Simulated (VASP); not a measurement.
OSZICAR of a VASP run on La (dhcp):

OSZICAR:
```
       N       E                     dE             d eps       ncg     rms          rms(c)
DAV:   1     0.565560894526E+03    0.56556E+03   -0.14991E+04  1256   0.228E+03
DAV:   2     0.111657128990E+03   -0.45390E+03   -0.44821E+03  1888   0.451E+02
DAV:   3    -0.352175837255E+01   -0.11518E+03   -0.11431E+03  2272   0.277E+02
DAV:   4    -0.172656809537E+02   -0.13744E+02   -0.13555E+02  2312   0.944E+01
DAV:   5    -0.192480026054E+02   -0.19823E+01   -0.19266E+01  2456   0.327E+01    0.490E+00
DAV:   6    -0.194842321440E+02   -0.23623E+00   -0.25917E+00  2416   0.117E+01    0.249E+00
DAV:   7    -0.195200525183E+02   -0.35820E-01   -0.43967E-01  2400   0.472E+00    0.657E-01
DAV:   8    -0.195285232687E+02   -0.84708E-02   -0.81188E-02  2416   0.189E+00    0.329E-01
DAV:   9    -0.195324645378E+02   -0.39413E-02   -0.15366E-02  2264   0.784E-01    0.186E-01
DAV:  10    -0.195343770965E+02   -0.19126E-02   -0.63821E-03  2112   0.565E-01    0.656E-02
DAV:  11    -0.195343740458E+02    0.30507E-05   -0.12031E-03  2416   0.262E-01    0.232E-02
DAV:  12    -0.195343523536E+02    0.21692E-04   -0.19454E-04  2272   0.846E-02    0.235E-02
DAV:  13    -0.195343656348E+02   -0.13281E-04   -0.50313E-05  2280   0.496E-02    0.501E-03
DAV:  14    -0.195343635018E+02    0.21329E-05   -0.80557E-06  1232   0.136E-02    0.445E-03
DAV:  15    -0.195343641971E+02   -0.69528E-06   -0.28111E-06  1192   0.178E-02
   1 F= -.19534364E+02 E0= -.19534169E+02  d E =-.195344E+02
       N       E                     dE             d eps       ncg     rms          rms(c)
DAV:   1    -0.195515664209E+02   -0.17203E-01   -0.89930E-01  2086   0.156E+01    0.574E-01
DAV:   2    -0.195400192760E+02    0.11547E-01   -0.39983E-02  2124   0.246E+00    0.279E-01
DAV:   3    -0.195366875209E+02    0.33318E-02   -0.20479E-02  2232   0.135E+00    0.719E-02
DAV:   4    -0.195366854006E+02    0.21203E-05   -0.13344E-03  2248   0.343E-01    0.396E-02
DAV:   5    -0.195367046733E+02   -0.19273E-04   -0.12160E-04  2400   0.998E-02    0.235E-02
DAV:   6    -0.195366964447E+02    0.82286E-05   -0.45146E-05  2176   0.602E-02    0.293E-03
DAV:   7    -0.195366965880E+02   -0.14329E-06   -0.16367E-06  1264   0.151E-02
   2 F= -.19536697E+02 E0= -.19536769E+02  d E =-.233239E-02
       N       E                     dE             d eps       ncg     rms          rms(c)
DAV:   1    -0.195443803610E+02   -0.76839E-02   -0.43600E-01  2074   0.109E+01    0.398E-01
DAV:   2    -0.195388485660E+02    0.55318E-02   -0.19270E-02  2130   0.171E+00    0.195E-01
DAV:   3    -0.195372228019E+02    0.16258E-02   -0.10005E-02  2232   0.945E-01    0.504E-02
DAV:   4    -0.195372173065E+02    0.54953E-05   -0.65682E-04  2246   0.244E-01    0.275E-02
DAV:   5    -0.195372250454E+02   -0.77388E-05   -0.62509E-05  2326   0.732E-02    0.165E-02
DAV:   6    -0.195372177864E+02    0.72590E-05   -0.28662E-05  2024   0.491E-02    0.189E-03
DAV:   7    -0.195372186171E+02   -0.83069E-06   -0.12420E-06  1158   0.150E-02
   3 F= -.19537219E+02 E0= -.19537478E+02  d E =-.285442E-02
       N       E                     dE             d eps       ncg     rms          rms(c)
DAV:   1    -0.195372472094E+02   -0.29423E-04   -0.16548E-03  2084   0.678E-01    0.243E-02
DAV:   2    -0.195372277254E+02    0.19484E-04   -0.71377E-05  2118   0.104E-01    0.120E-02
DAV:   3    -0.195372218054E+02    0.59200E-05   -0.38308E-05  2176   0.586E-02    0.323E-03
DAV:   4    -0.195372212219E+02    0.58351E-06   -0.19360E-06  1174   0.159E-02
   4 F= -.19537221E+02 E0= -.19537492E+02  d E =-.285702E-02
       N       E                     dE             d eps       ncg     rms          rms(c)
DAV:   1    -0.195404297522E+02   -0.32079E-02   -0.14493E-01  1998   0.566E+00    0.262E-01
DAV:   2    -0.195380997562E+02    0.23300E-02   -0.87469E-03  2126   0.106E+00    0.128E-01
DAV:   3    -0.195374134646E+02    0.68629E-03   -0.45505E-03  2216   0.607E-01    0.339E-02
DAV:   4    -0.195374181193E+02   -0.46547E-05   -0.34438E-04  2240   0.175E-01    0.169E-02
DAV:   5    -0.195374288522E+02   -0.10733E-04   -0.29998E-05  2072   0.471E-02    0.127E-02
DAV:   6    -0.195374341805E+02   -0.53284E-05   -0.12000E-05  1486   0.376E-02    0.228E-03
DAV:   7    -0.195374345433E+02   -0.36272E-06   -0.12223E-06  1112   0.215E-02
   5 F= -.19537435E+02 E0= -.19537771E+02  d E =-.213321E-03
```

**Question.** Which electronic solver shows in the log?

**Answer.** It is blocked Davidson (ALGO = Normal, or the opening steps of other solvers). The INCAR had ALGO = Normal.

**Question.** Can the final energy be trusted as converged?

**Answer.** The calculation finished and met its thresholds. It stopped with EDIFF = 1E-6, NELM = 100, NSW = 60 and EDIFFG = -0.02 after 5 ionic steps (PBE GGA, plane waves, VASP's PBE PAW potentials (set 64)).

The compound is La in the dhcp structure. This run relaxes it. Symmetry was kept, so distortions that lower it aren't found. The start is the result of an earlier pass.
